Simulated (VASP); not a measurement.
These are PBEsol GGA, VASP's PBE PAW potentials (set 64) (plane waves; VASP) values and carry that method's errors.

A VASP calculation is set up with these files.

File POSCAR:
```
RuAl
1.0
  3.0195768865   0.0000000000   0.0000000000
  0.0000000000   3.0195768865   0.0000000000
  0.0000000000   0.0000000000   2.9749525975
Al Ru
1 1
direct
  0.5000000000   0.5000000000   0.5000000000
  0.0000000000   0.0000000000   0.0000000000
```

KPOINTS:
```
Automatic mesh
0
Gamma
12 12 12
0 0 0
```

INCAR:
```
ALGO = Normal
EDIFF = 1E-7
EDIFFG = -0.01
ENCUT = 480
GGA = PS
IBRION = 2
ISIF = 2
ISMEAR = 1
LASPH = .TRUE.
LCHARG = .FALSE.
LMAXMIX = 4
LREAL = .FALSE.
LWAVE = .FALSE.
NELM = 100
NSW = 30
PREC = Accurate
SIGMA = 0.1
SYSTEM = RuAl
```

POTCAR, in this order: Al Ru_pv (PBE.64 set). Program: vasp_std.

Output of the run:

File OSZICAR:
```
       N       E                     dE             d eps       ncg     rms          rms(c)
DAV:   1     0.104393773770E+03    0.10439E+03   -0.90045E+03  4824   0.124E+03
DAV:   2    -0.141634467941E+02   -0.11856E+03   -0.11407E+03  5132   0.334E+02
DAV:   3    -0.162787448906E+02   -0.21153E+01   -0.20634E+01  5528   0.460E+01
DAV:   4    -0.163016859330E+02   -0.22941E-01   -0.22914E-01  5512   0.472E+00
DAV:   5    -0.163022290977E+02   -0.54316E-03   -0.54315E-03  5708   0.636E-01    0.128E+01
DAV:   6    -0.156217754324E+02    0.68045E+00   -0.43134E+00  5004   0.236E+01    0.245E+00
DAV:   7    -0.155304686761E+02    0.91307E-01   -0.35179E-01  4992   0.703E+00    0.202E+00
DAV:   8    -0.155101771198E+02    0.20292E-01   -0.22040E-02  5144   0.137E+00    0.225E-01
DAV:   9    -0.155099384382E+02    0.23868E-03   -0.35638E-04  5548   0.163E-01    0.142E-01
DAV:  10    -0.155099264245E+02    0.12014E-04   -0.37183E-05  6044   0.797E-02    0.105E-02
DAV:  11    -0.155099249684E+02    0.14561E-05   -0.29134E-06  5480   0.221E-02    0.647E-03
DAV:  12    -0.155099246246E+02    0.34379E-06   -0.89058E-08  3184   0.293E-03    0.996E-04
DAV:  13    -0.155099245575E+02    0.67157E-07   -0.11899E-08  2564   0.994E-04
   1 F= -.15509925E+02 E0= -.15509838E+02  d E =-.155099E+02
```

**OUTCAR**
```
------------------------ aborting loop because EDIFF is reached ----------------------------------------
  FORCE on cell =-STRESS in cart. coord.  units (eV):
  Direction    XX          YY          ZZ          XY          YZ          ZX
  --------------------------------------------------------------------------------------
  Total       -1.1477801     -1.1477801     -0.7170932      0.0000000      0.0000000     -0.0000000
  in kB      -67.7949006    -67.7949006    -42.3559053      0.0000000      0.0000000     -0.0000000
  external PRESSURE =     -59.3152355 kB  Pullay stress =       0.0000000 kB
  volume of cell :       27.13
      direct lattice vectors                 reciprocal lattice vectors
     3.019576886  0.000000000  0.000000000     0.331172226  0.000000000  0.000000000
     0.000000000  3.019576886  0.000000000     0.000000000  0.331172226  0.000000000
     0.000000000  0.000000000  2.974952598     0.000000000  0.000000000  0.336139810
 POSITION                                       TOTAL-FORCE (eV/Angst)
 -----------------------------------------------------------------------------------
      1.50979      1.50979      1.48748         0.000000      0.000000      0.000000
      0.00000      0.00000      0.00000         0.000000      0.000000      0.000000
 -----------------------------------------------------------------------------------
    total drift:                                0.000000      0.000000      0.000000
  FREE ENERGIE OF THE ION-ELECTRON SYSTEM (eV)
  ---------------------------------------------------
  free  energy   TOTEN  =       -15.5099245575 eV

  energy  without entropy=      -15.5096644451  energy(sigma->0) =      -15.50983785

 reached required accuracy - stopping structural energy minimisation
```
(Selected blocks of OUTCAR.)

OUTCAR:
```
 val. band max:       10.4070747546   @ k =   0.4167   0.1667   0.0000

 cond. band min:      10.4154662095   @ k =   0.3333   0.1667   0.4167


 Fermi energy:        10.4113385444

 k-point     1 :       0.0000    0.0000    0.0000
  band No.  band energies     occupation
      1     -31.3023      2.00000
      2     -31.3023      2.00000
      3     -31.2821      2.00000
      4       0.8067      2.00000
      5       6.8901      2.00000
      6       6.8985      2.00000
      7      10.5355     -0.07083
      8      10.6317     -0.00786
      9      10.6317     -0.00786
     10      16.2720      0.00000
     11      16.2720      0.00000
     12      16.7262      0.00000

 k-point     2 :       0.0833    0.0000    0.0000
  band No.  band energies     occupation
      1     -31.3153      2.00000
      2     -31.3013      2.00000
      3     -31.2810      2.00000
      4       0.9376      2.00000
      5       6.9321      2.00000
      6       6.9418      2.00000
      7      10.3723      1.60842
      8      10.4796      0.09302
      9      10.6470     -0.00428
     10      15.6599      0.00000
     11      16.5381      0.00000
     12      16.9802      0.00000

 k-point     3 :       0.1667    0.0000    0.0000
  band No.  band energies     occupation
      1     -31.3506      2.00000
      2     -31.2983      2.00000
      3     -31.2781      2.00000
      4       1.3224      2.00000
      5       7.0031      2.00000
      6       7.0676      2.00000
      7       9.9780      2.00000
      8      10.1077      2.00015
      9      10.6895     -0.00060
     10      14.4576      0.00000
     11      17.2415      0.00000
     12      17.6584      0.00000

 k-point     4 :       0.2500    0.0000    0.0000
  band No.  band energies     occupation
      1     -31.3985      2.00000
      2     -31.2942      2.00000
      3     -31.2741      2.00000
      4       1.9385      2.00000
      5       6.9445      2.00000
      6       7.2504      2.00000
...
```

The compound is RuAl in the CsCl type structure. This cell was strained or had an atom moved on purpose. The electron count is odd and the run is not spin-polarised, which forces a metal.
